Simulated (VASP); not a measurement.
All values below come from PBE GGA, VASP's PBE PAW potentials (set 64) (plane waves; VASP).

Input for VASP

**KPOINTS**
```
Automatic mesh
0
Gamma
21 21 11
0 0 0
```

### POSCAR
```
Co
1
    1.2801000000    -2.2171980000     0.0000000000
    1.2801000000     2.2171980000     0.0000000000
    0.0000000000     0.0000000000     4.1514000000
Co
2
Direct
  0.3333330000   0.6666670000   0.2500000000
  0.6666670000   0.3333330000   0.7500000000
```

### INCAR
```
MAGMOM = 2*1.8
GGA = PE
PREC = Accurate
LCHARG = .FALSE.
NELM = 100   ! most electronic steps
ISMEAR = 1
LWAVE = .FALSE.
LREAL = .FALSE.   ! projection in real space or not
LASPH = .TRUE.   ! aspherical one-centre terms
ISPIN = 2   ! spin-polarised
ISIF = 2
SYSTEM = Co
LMAXMIX = 4   ! l cut-off of mixed one-centre charges
ALGO = Normal   ! blocked Davidson
EDIFF = 1E-6
LORBIT = 10
ENCUT = 400   ! plane-wave cut-off (eV)
SIGMA = 0.1
```

POTCAR, in this order: Co (PBE.64 set). Program: vasp_std.

What VASP printed:

### OUTCAR
```
 ion  position               nearest neighbor table
   1  0.333  0.667  0.250-   2 2.55   2 2.55   2 2.55   2 2.55   2 2.55   2 2.55
   2  0.667  0.333  0.750-   1 2.55   1 2.55   1 2.55   1 2.55   1 2.55   1 2.55
  LATTYP: Found a hexagonal cell.
 ALAT       =     2.5601997932
 C/A-ratio  =     1.6215140752
 Subroutine PRICEL returns:
 Original cell was already a primitive cell.
 Subroutine GETGRP returns: Found 24 space group operations
The static configuration has the point symmetry D_3d.
 The point group associated with its full space group is D_6h.
The dynamic configuration has the point symmetry D_3d.
The overall configuration has the point symmetry D_3d.
 Subroutine INISYM returns: Found 24 space group operations
 Subroutine IBZKPT returns following result:
 Found    288 irreducible k-points:

 Following reciprocal coordinates:
            Coordinates               Weight
  0.000000  0.000000  0.000000      1.000000
  0.047619 -0.000000  0.000000      6.000000
  0.095238 -0.000000  0.000000      6.000000
  0.142857  0.000000  0.000000      6.000000
  0.190476 -0.000000  0.000000      6.000000
  0.238095  0.000000  0.000000      6.000000
  0.285714 -0.000000  0.000000      6.000000
  0.333333  0.000000  0.000000      6.000000
  0.380952 -0.000000  0.000000      6.000000
  0.428571  0.000000  0.000000      6.000000
  0.476190 -0.000000  0.000000      6.000000
  0.047619  0.047619  0.000000      6.000000
  0.095238  0.047619  0.000000     12.000000
  0.142857  0.047619  0.000000     12.000000
  0.190476  0.047619  0.000000     12.000000
  0.238095  0.047619  0.000000     12.000000
  0.285714  0.047619  0.000000     12.000000
  0.333333  0.047619  0.000000     12.000000
  0.380952  0.047619  0.000000     12.000000
  0.428571  0.047619  0.000000     12.000000
  0.476190  0.047619  0.000000      6.000000
  0.095238  0.095238  0.000000      6.000000
  0.142857  0.095238  0.000000     12.000000
  0.190476  0.095238  0.000000     12.000000
  0.238095  0.095238  0.000000     12.000000
  0.285714  0.095238  0.000000     12.000000
  0.333333  0.095238  0.000000     12.000000
  0.380952  0.095238  0.000000     12.000000
  0.428571  0.095238  0.000000     12.000000
  0.142857  0.142857  0.000000      6.000000
  0.190476  0.142857  0.000000     12.000000
  0.238095  0.142857  0.000000     12.000000
  0.285714  0.142857  0.000000     12.000000
  0.333333  0.142857  0.000000     12.000000
  0.380952  0.142857  0.000000     12.000000
  0.428571  0.142857  0.000000      6.000000
  0.190476  0.190476  0.000000      6.000000
  0.238095  0.190476  0.000000     12.000000
  0.285714  0.190476  0.000000     12.000000
  0.333333  0.190476  0.000000     12.000000
   k-points           NKPTS =    288   k-points in BZ     NKDIM =    288   number of bands    NBANDS=     15
   number of dos      NEDOS =    301   number of ions     NIONS =      2
   total plane-waves  NPLWV =   9072
   dimension x,y,z NGX =    18 NGY =   18 NGZ =   28
   dimension x,y,z NGXF=    36 NGYF=   36 NGZF=   56
   ions per type =               2
   PREC   = accura    normal or accurate (medium, high low for compatibility)
   ISTART =      0    job   : 0-new  1-cont  2-samecut
   ICHARG =      2    charge: 1-file 2-atom 10-const
   ISPIN  =      2    spin polarized calculation?
   LNONCOLLINEAR =      F non collinear calculations
   LSORBIT =      F    spin-orbit coupling
   INIWAV =      1    electr: 0-lowe 1-rand  2-diag
   ENCUT  =  400.0 eV  29.40 Ry    5.42 a.u.   4.18  4.18  6.77*2*pi/ulx,y,z
   NELM   =    100;   NELMIN=  2; NELMDL= -5     # of ELM steps
   EDIFF  = 0.1E-05   stopping-criterion for ELM
...
```

**OSZICAR**
```
       N       E                     dE             d eps       ncg     rms          rms(c)
DAV:   1     0.699501065097E+02    0.69950E+02   -0.70287E+03 17648   0.128E+03
DAV:   2    -0.142433185953E+02   -0.84193E+02   -0.77886E+02 17336   0.235E+02
DAV:   3    -0.160892204828E+02   -0.18459E+01   -0.18015E+01 21228   0.489E+01
DAV:   4    -0.161172405287E+02   -0.28020E-01   -0.28016E-01 24773   0.457E+00
DAV:   5    -0.161174578299E+02   -0.21730E-03   -0.21730E-03 21514   0.371E-01    0.139E+01
DAV:   6    -0.145596402698E+02    0.15578E+01   -0.15604E+01 18351   0.781E+01    0.796E+00
DAV:   7    -0.140039041756E+02    0.55574E+00   -0.23504E+00 18799   0.296E+01    0.367E+00
DAV:   8    -0.139911387479E+02    0.12765E-01   -0.21588E-02 23890   0.159E+00    0.165E+00
DAV:   9    -0.139764644501E+02    0.14674E-01   -0.74321E-03 24800   0.144E+00    0.506E-01
DAV:  10    -0.139762408103E+02    0.22364E-03   -0.67738E-04 22964   0.339E-01    0.232E-01
DAV:  11    -0.139761465166E+02    0.94294E-04   -0.34984E-04 24207   0.294E-01    0.334E-02
DAV:  12    -0.139761451801E+02    0.13365E-05   -0.12908E-05 20392   0.456E-02    0.171E-02
DAV:  13    -0.139761441817E+02    0.99841E-06   -0.17841E-06 14318   0.189E-02
   1 F= -.13976144E+02 E0= -.13976141E+02  d E =-.102956E-04  mag=     3.3563
```

**OUTCAR**
```
------------------------ aborting loop because EDIFF is reached ----------------------------------------
  FORCE on cell =-STRESS in cart. coord.  units (eV):
  Direction    XX          YY          ZZ          XY          YZ          ZX
  --------------------------------------------------------------------------------------
  Total       -2.1726156     -2.1726152     -2.2915618     -0.0000000     -0.0000000      0.0000000
  in kB     -147.7136158   -147.7135840   -155.8006253     -0.0000000     -0.0000000      0.0000000
  external PRESSURE =    -150.4092750 kB  Pullay stress =       0.0000000 kB
  volume of cell :       23.57
      direct lattice vectors                 reciprocal lattice vectors
     1.280100000 -2.217198000  0.000000000     0.390594485 -0.225509855  0.000000000
     1.280100000  2.217198000  0.000000000     0.390594485  0.225509855  0.000000000
     0.000000000  0.000000000  4.151400000     0.000000000  0.000000000  0.240882594
 POSITION                                       TOTAL-FORCE (eV/Angst)
 -----------------------------------------------------------------------------------
      1.28010      0.73907      1.03785         0.000000     -0.000000      0.000000
      1.28010     -0.73907      3.11355        -0.000000      0.000000      0.000000
 -----------------------------------------------------------------------------------
    total drift:                                0.000000      0.000009     -0.000028
  FREE ENERGIE OF THE ION-ELECTRON SYSTEM (eV)
  ---------------------------------------------------
  free  energy   TOTEN  =       -13.9761441817 eV

  energy  without entropy=      -13.9761338860  energy(sigma->0) =      -13.97614075

 total charge

# of ion       s       p       d       tot
------------------------------------------
    1        0.457   0.455   7.208   8.121
    2        0.457   0.455   7.208   8.121
--------------------------------------------------
tot          0.914   0.910  14.417  16.241

 magnetization (x)

# of ion       s       p       d       tot
------------------------------------------
    1       -0.013  -0.052   1.780   1.714
    2       -0.013  -0.052   1.780   1.714
--------------------------------------------------
tot         -0.027  -0.104   3.559   3.428
```
(Selected blocks of OUTCAR.)

**OUTCAR**
```
 val. band max:        9.1328464056   @ k =   0.4286   0.0000   0.3636

 cond. band min:       9.1374198199   @ k =   0.3333   0.0952   0.3636


 Fermi energy:         9.1334234853

 spin component 1

 k-point     1 :       0.0000    0.0000    0.0000
  band No.  band energies     occupation
      1       0.7055      1.00000
      2       4.3594      1.00000
      3       6.6009      1.00000
      4       6.6330      1.00000
      5       6.6330      1.00000
      6       6.9007      1.00000
      7       6.9007      1.00000
      8       7.2047      1.00000
      9       7.2047      1.00000
     10       8.1607      1.00000
     11       8.1607      1.00000
     12       9.0902      0.83039
     13      14.7391      0.00000
     14      30.4483      0.00000
     15      32.2450      0.00000

 k-point     2 :       0.0476   -0.0000    0.0000
  band No.  band energies     occupation
      1       0.7806      1.00000
      2       4.4042      1.00000
      3       6.5132      1.00000
      4       6.6659      1.00000
      5       6.7122      1.00000
      6       6.8843      1.00000
      7       6.9295      1.00000
      8       7.1714      1.00000
      9       7.1840      1.00000
     10       7.8564      1.00000
     11       8.1695      1.00000
     12       9.4810     -0.00001
     13      14.7544      0.00000
     14      29.7303      0.00000
     15      31.1164      0.00000

 k-point     3 :       0.0952   -0.0000    0.0000
  band No.  band energies     occupation
      1       1.0037      1.00000
      2       4.5316      1.00000
      3       6.3936      1.00000
      4       6.7628      1.00000
      5       6.7908      1.00000
      6       6.8608      1.00000
      7       7.0150      1.00000
      8       7.0232      1.00000
      9       7.1262      1.00000
     10       7.4495      1.00000
     11       8.1928      1.00000
     12      10.1966     -0.00000
     13      14.8030      0.00000
...
```

The compound is Co in the hcp structure. The cell was not relaxed at this level. The run is one of a series of settings (KPOINTS 21×21×11 Γ-centred mesh against the base run), some of them coarse on purpose.
